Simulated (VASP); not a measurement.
# Zn2CdSeS2 (Imm2) in VASP: relaxation of cell and atoms with PBE

Aim: the relaxation of cell and atoms of Zn2CdSeS2 with PBE.

All numbers are computed with VASP 6.6.1; they aren't measurements. Logs are shortened: lines on timing, memory, paths and dates and some standing lists are left out, and cuts for length are marked.

### 1 Starting point

It takes space group Imm2 (No. 44, orthorhombic). The conventional cell has a = 3.864 Å, b = 3.864 Å, c = 16.395 Å, α = 90.00°, β = 90.00°, γ = 90.00°. Zn (site symmetry mm2) has 2 S at 2.37 Å and 2 Se at 2.37 Å as nearest neighbours. Zn (site symmetry mm2) has 4 S at 2.37 Å as nearest neighbours. Cd (site symmetry mm2) is surrounded by 2 S at 2.37 Å and 2 Se at 2.37 Å. Se (site symmetry mm2) is surrounded by 2 Cd at 2.37 Å and 2 Zn at 2.37 Å. S (site symmetry mm2) is surrounded by 4 Zn at 2.37 Å. Around S (site symmetry mm2) lie 2 Cd at 2.37 Å and 2 Zn at 2.37 Å.

The cell was built by a generator and needn't be a form met in nature.

### 2 Relaxation of cell and atoms, PBE

File INCAR:

```
SYSTEM = Zn2CdSeS2
ALGO     = Fast           ! electronic algorithm
EDIFF    = 1E-4           ! SCF threshold, eV
EDIFFG   = -0.08          ! ionic threshold
ENCUT    = 520            ! plane-wave cutoff, eV
GGA      = PE             ! functional
IBRION   = 2              ! ionic algorithm
ISIF     = 3              ! what is computed and relaxed
ISMEAR   = 0              ! smearing method
LASPH    = .TRUE.         ! aspherical terms in the spheres
LCHARG   = .FALSE.        ! write CHGCAR
LREAL    = .FALSE.        ! projectors in reciprocal space
LWAVE    = .FALSE.        ! write WAVECAR
NELM     = 60             ! most SCF steps
NSW      = 24             ! ionic steps
PREC     = Normal         ! precision mode
SIGMA    = 0.15           ! smearing width, eV
```

File KPOINTS:

```
k-points
0
G
  5 5 5
  0 0 0
```

File POSCAR:

```
Zn2CdSeS2
1.0
   -1.9320000000      1.9320000000      8.1975000000
    1.9320000000     -1.9320000000      8.1975000000
    1.9320000000      1.9320000000     -8.1975000000
Zn Cd Se S
2 1 1 2
Direct
    0.6667000000      0.6667000000      0.0000000000
    0.3333000000      0.3333000000      0.0000000000
    0.0000000000      0.0000000000      0.0000000000
    0.0833000000      0.5833000000      0.5000000000
    0.7500000000      0.2500000000      0.5000000000
    0.4167000000      0.9167000000      0.5000000000
```

Potentials or basis: VASP PAW PBE potentials, release 64 (Zn, Cd, Se, S).

Run with:

```bash
> cat potpaw_PBE.64/Zn/POTCAR potpaw_PBE.64/Cd/POTCAR potpaw_PBE.64/Se/POTCAR potpaw_PBE.64/S/POTCAR > POTCAR
> mpirun -np 1 vasp_std > vasp.out
```

OUTCAR:

```text
SYSTEM = Zn2CdSeS2
   EDIFF = 1E-4
   EDIFFG = -0.08
   ENCUT = 520
   GGA = PE
   IBRION = 2
   ISIF = 3
   ISMEAR = 0
   LASPH = .TRUE.
   LREAL = .FALSE.
   NELM = 60
   NSW = 24
   PREC = Normal

 ion  position               nearest neighbor table
   1  0.667  0.667  0.000-   5 2.37   5 2.37   4 2.37   4 2.37
   2  0.333  0.333  0.000-   5 2.37   5 2.37   6 2.37   6 2.37
   3  0.000  0.000  0.000-   4 2.37   6 2.37   4 2.37   6 2.37
   4  0.083  0.583  0.500-   3 2.37   3 2.37   1 2.37   1 2.37
   5  0.750  0.250  0.500-   2 2.37   1 2.37   2 2.37   1 2.37
   6  0.417  0.917  0.500-   3 2.37   3 2.37   2 2.37   2 2.37

  LATTYP: Found a body centered tetragonal cell.
 ALAT       =     3.8640000000
 C/A-ratio  =     4.2430124224

  Lattice vectors:

 A1 = (  -1.9320000000,   1.9320000000,   8.1975000000)
 A2 = (   1.9320000000,  -1.9320000000,   8.1975000000)
 A3 = (   1.9320000000,   1.9320000000,  -8.1975000000)

Analysis of symmetry for initial positions (statically):
=====================================================================
 Subroutine PRICEL returns:
 Original cell was already a primitive cell.

 Routine SETGRP: Setting up the symmetry group for a
 body centered tetragonal supercell.

 Subroutine GETGRP returns: Found  4 space group operations
 (whereof  4 operations were pure point group operations)
 out of a pool of 16 trial point group operations.

The static configuration has the point symmetry C_2v.

Analysis of symmetry for dynamics (positions and initial velocities):
=====================================================================
 Subroutine PRICEL returns:
 Original cell was already a primitive cell.

 Routine SETGRP: Setting up the symmetry group for a
 body centered tetragonal supercell.

 Subroutine GETGRP returns: Found  4 space group operations
 (whereof  4 operations were pure point group operations)
 out of a pool of 16 trial point group operations.

The dynamic configuration has the point symmetry C_2v.

 Subroutine INISYM returns: Found  4 space group operations
 (whereof  4 operations are pure point group operations),
 and found     1 'primitive' translations

----------------------------------------------------------------------------------------

                                     Primitive cell

  volume of cell :     122.3927

  direct lattice vectors                    reciprocal lattice vectors
    -1.932000000  1.932000000  8.197500000     0.000000000  0.258799172  0.060994206
     1.932000000 -1.932000000  8.197500000     0.258799172  0.000000000  0.060994206
     1.932000000  1.932000000 -8.197500000     0.258799172  0.258799172  0.000000000

  length of vectors
     8.640848005  8.640848005  8.640848005     0.265889647  0.265889647  0.365997299

  position of ions in fractional coordinates (direct lattice)
     0.666700000  0.666700000  0.000000000
     0.333300000  0.333300000  0.000000000
     0.000000000  0.000000000  0.000000000
     0.083300000  0.583300000  0.500000000
     0.750000000  0.250000000  0.500000000
     0.416700000  0.916700000  0.500000000

  ion indices of the primitive-cell ions
   primitive index   ion index
                 1           1
                 2           2
                 3           3
                 4           4
                 5           5
                 6           6

----------------------------------------------------------------------------------------

 KPOINTS: k-points

Automatic generation of k-mesh.
 Grid dimensions read from file:
 generate k-points for:    5    5    5

 Generating k-lattice:

  Cartesian coordinates                     Fractional coordinates (reciprocal lattice)
     0.000000000  0.051759834  0.012198841     0.200000000  0.000000000  0.000000000
     0.051759834  0.000000000  0.012198841     0.000000000  0.200000000  0.000000000
     0.051759834  0.051759834  0.000000000     0.000000000  0.000000000  0.200000000

  Length of vectors
     0.053177929  0.053177929  0.073199460

  Shift w.r.t. Gamma in fractional coordinates (k-lattice)
     0.000000000  0.000000000  0.000000000

 Subroutine IBZKPT returns following result:
 ===========================================

 Found     27 irreducible k-points:

 Following reciprocal coordinates:
            Coordinates               Weight
  0.000000  0.000000  0.000000      1.000000
  0.200000  0.000000 -0.000000      4.000000
  0.000000  0.200000 -0.000000      4.000000
  0.400000  0.000000 -0.000000      4.000000
  0.000000  0.400000 -0.000000      4.000000
  0.200000  0.200000 -0.000000      8.000000
[... 16 lines left out ...]
 -0.200000 -0.400000  0.400000      4.000000
 -0.200000 -0.200000  0.200000      2.000000
 [... further k-points ...]
   k-points           NKPTS =     27   k-points in BZ     NKDIM =     27   number of bands    NBANDS=     32
   number of dos      NEDOS =    301   number of ions     NIONS =      6
   total plane-waves  NPLWV = 110592
   dimension x,y,z NGX =    48 NGY =   48 NGZ =   48
   dimension x,y,z NGXF=    96 NGYF=   96 NGZF=   96
   ions per type =               2   1   1   2
   NGX,Y,Z   is equivalent  to a cutoff of   9.23,  9.23,  9.23 a.u.
   NGXF,Y,Z  is equivalent  to a cutoff of  18.47, 18.47, 18.47 a.u.
 SYSTEM =  Zn2CdSeS2
   PREC   = normal    normal or accurate (medium, high low for compatibility)
   ISTART =      0    job   : 0-new  1-cont  2-samecut
   ICHARG =      2    charge: 1-file 2-atom 10-const
   ISPIN  =      1    spin polarized calculation?
   LNONCOLLINEAR =      F non collinear calculations
   LSORBIT =      F    spin-orbit coupling
   LASPH  =      T    aspherical Exc in radial PAW
   ENCUT  =  520.0 eV  38.22 Ry    6.18 a.u.  16.07 16.07 16.07*2*pi/ulx,y,z
   NELM   =     60;   NELMIN=  2; NELMDL= -5     # of ELM steps
   EDIFF  = 0.1E-03   stopping-criterion for ELM
   LREAL  =      F    real-space projection
   EDIFFG = -.8E-01   stopping-criterion for IOM
   NSW    =     24    number of steps for IOM
   IBRION =      2    ionic relax: 0-MD 1-quasi-New 2-CG
   NFREE  =      1    steps in history (QN), initial steepest desc. (CG)
   ISIF   =      3    stress and relaxation
   ISYM   =      2    0-nonsym 1-usesym 2-fastsym
   POTIM  = 0.5000    time-step for ionic-motion
   TEBEG  =    0.0;   TEEND  =   0.0 temperature during run
   PSTRESS=    0.0 pullay stress
   NELECT =      54.0000    total number of electrons
   NUPDOWN=      -1.0000    fix difference up-down
   EMIN   =  10.00;   EMAX   =-10.00  energy-range for DOS
   EFERMI =   0.00;   METHOD = LEGACY
   ISMEAR =     0;   SIGMA  =   0.15  broadening in eV -4-tet -1-fermi 0-gaus
   EFERMI_NEDOS =   21; number of points for ismear=-14 and -15
   IALGO  =     68    algorithm
   IMIX   =      4    mixing-type and parameters
     AMIX     =   0.40;   BMIX     =  1.00
     AMIX_MAG =   1.60;   BMIX_MAG =  1.00
  volume/ion in A,a.u.               =      20.40       137.66
  Fermi-wavevector in a.u.,A,eV,Ry     =   1.246295  2.355156 21.133267  1.553251
  Thomas-Fermi vector in A             =   2.380479
   LORBIT       =      0    0 simple, 1 ext, 2 COOP (PROOUT), +10 PAW based schemes
   GGA     = PE    functional components
   LHFCALC =     F    Hartree Fock is set to
   AEXX    =    0.0000 exact exchange contribution
   IVDW    =     0    specifies the selected vdW correction
   LEPSILON=     F    determine dielectric tensor
   LRPA    =     F    only Hartree local field effects (RPA)
 conjugate gradient relaxation of ions
 non-spin polarized calculation
 RMM-DIIS sequential band-by-band and
 Gauss-broadening in eV      SIGMA  =   0.15
  energy-cutoff  :      520.00
  volume of cell :      122.39
 maximum number of plane-waves:      3310
   NGX = 33   NGY = 33   NGZ = 33

--------------------------------------- Ionic step        1  -------------------------------------------

 number of electron      54.0000066 magnetization

 Free energy of the ion-electron system (eV)
  ---------------------------------------------------
  ext. energy  EPLUGINS =         0.00000000
  ---------------------------------------------------
  free energy    TOTEN  =       -17.83490190 eV

  energy without entropy =      -17.83490190  energy(sigma->0) =      -17.83490190

------------------------ aborting loop because EDIFF is reached ----------------------------------------

  FORCE on cell =-STRESS in cart. coord.  units (eV):
  Direction    XX          YY          ZZ          XY          YZ          ZX
  --------------------------------------------------------------------------------------
  -------------------------------------------------------------------------------------
  Total       10.4024528      8.8636349      9.4250547      0.0000000      0.0000000      0.0000000
  in kB      136.1728960    116.0290612    123.3783058      0.0000000      0.0000000      0.0000000
  external PRESSURE =     125.1934210 kB  Pullay stress =       0.0000000 kB
[... 101 lines left out ...]
  FREE ENERGIE OF THE ION-ELECTRON SYSTEM (eV)
  ---------------------------------------------------
  free  energy   TOTEN  =       -18.7539964999 eV

  energy  without entropy=      -18.7539964994  energy(sigma->0) =      -18.75399650

[... ionic steps 4 to 9 ...]

--------------------------------------- Ionic step       10  -------------------------------------------

 number of electron      53.9999936 magnetization

------------------------ aborting loop because EDIFF is reached ----------------------------------------
[... 75 lines left out ...]
--------------------------------------- Ionic step       12  -------------------------------------------

 number of electron      53.9999943 magnetization

 Free energy of the ion-electron system (eV)
  ---------------------------------------------------
  ext. energy  EPLUGINS =         0.00000000
  ---------------------------------------------------
  free energy    TOTEN  =       -18.95569120 eV

  energy without entropy =      -18.95569120  energy(sigma->0) =      -18.95569120

 E-fermi :   2.1254     XC(G=0):  -9.2180

 val. band max:        1.5584659654   @ k =   0.0000   0.0000   0.0000
 cond. band min:       2.6888595859   @ k =   0.0000   0.0000   0.0000
 fundamental gap:      1.1303936204
 Fermi energy:         2.1253600702

 k-point     1 :       0.0000    0.0000    0.0000
  band No.  band energies     occupation
      1     -11.3559      2.00000
      2     -10.7376      2.00000
      3     -10.5529      2.00000
      4      -6.2470      2.00000
      5      -6.2167      2.00000
      6      -6.1970      2.00000
[... 829 lines left out ...]
     31       5.5161      0.00000
     32       6.0000      0.00000

 [... further k-points ...]

------------------------ aborting loop because EDIFF is reached ----------------------------------------

  FORCE on cell =-STRESS in cart. coord.  units (eV):
  Direction    XX          YY          ZZ          XY          YZ          ZX
  --------------------------------------------------------------------------------------
  -------------------------------------------------------------------------------------
  Total        0.0566367      0.3319192      0.1947512      0.0000000      0.0000000      0.0000000
  in kB        0.6538703      3.8320023      2.2483993      0.0000000      0.0000000      0.0000000
  external PRESSURE =       2.2447573 kB  Pullay stress =       0.0000000 kB
[... 21 lines left out ...]
  FREE ENERGIE OF THE ION-ELECTRON SYSTEM (eV)
  ---------------------------------------------------
  free  energy   TOTEN  =       -18.9556912044 eV

  energy  without entropy=      -18.9556912034  energy(sigma->0) =      -18.95569120

 reached required accuracy - stopping structural energy minimisation
```

Wall time 20 min (1 thread of AMD EPYC 7R13 (Zen 3), shared host); peak memory 0.39 GiB.

Results:

| Property | Result |
| --- | --- |
| Free energy | -18.9557 eV |
| Relaxed volume | 23.13 Å³/atom |
| Relaxed cell | a = 9.068 Å, b = 9.068 Å, c = 9.068 Å, α = 154.49°, β = 154.35°, γ = 36.48° |
| Space group after relaxing (to 0.05 Å) | Imm2 (No. 44) |
| Energy gained by relaxing | 186.8 meV/atom |
| Ionic steps | 12 |
| Pressure after relaxing | 0.2 GPa |
| Largest force after relaxing | 0.041 eV/Å |
| Band gap on the k mesh | 1.13 eV, direct |

Forces in eV/Å, atoms in the order of the input:
```
Zn   0.000  0.000 -0.006
Zn   0.000  0.000  0.041
Cd   0.000  0.000  0.039
Se   0.000  0.000 -0.039
S    0.000  0.000 -0.022
S    0.000  0.000 -0.012
```

Stress tensor (GPa, compression positive):
```
0.07 0.00 0.00
0.00 0.38 0.00
0.00 0.00 0.22
```

Step by step:
| step | energy change (eV) | largest force (eV/Å) | pressure (GPa) | volume (Å³) |
| --- | --- | --- | --- | --- |
| 1 | 0.0000 | 2.5673 | 12.52 | 122.39 |
| 2 | -0.7968 | 0.6143 | -3.22 | 152.85 |
| 3 | -0.9191 | 0.9189 | -1.46 | 143.32 |
| 4 | -0.9185 | 0.9498 | -0.85 | 142.57 |
| 5 | -1.0081 | 0.6271 | -0.72 | 140.96 |
| 6 | -1.0883 | 0.4524 | 0.97 | 136.62 |
| 7 | -1.0933 | 0.4221 | 0.67 | 137.43 |
| 8 | -1.1188 | 0.1238 | 0.24 | 139.26 |
| 9 | -1.1186 | 0.1637 | -0.16 | 139.73 |
| 10 | -1.1190 | 0.1421 | 0.08 | 139.54 |
| 11 | -1.1189 | 0.1516 | -0.29 | 139.58 |
| 12 | -1.1208 | 0.0410 | 0.22 | 138.78 |

Final structure:
```
Zn Cd Se S
1.0
    -2.00165    2.01262    8.61206
     2.00165   -2.01262    8.61206
     2.00165    2.01262   -8.61206
Zn Cd Se S
2 1 1 2
Direct
  0.67772 0.67772 0.00000
  0.32766 0.32766 0.00000
  0.99387 0.99387 0.00000
  0.09472 0.59472 0.50000
  0.75333 0.25333 0.50000
  0.40271 0.90271 0.50000
```

Caveat: the k mesh is coarse (spacing up to 0.46 Å⁻¹), so the values aren't converged; an odd mesh through Γ misses points on the zone boundary, where band edges often lie; the relaxation stopped at a loose force limit of 0.08 eV/Å, so its end isn't a converged minimum.
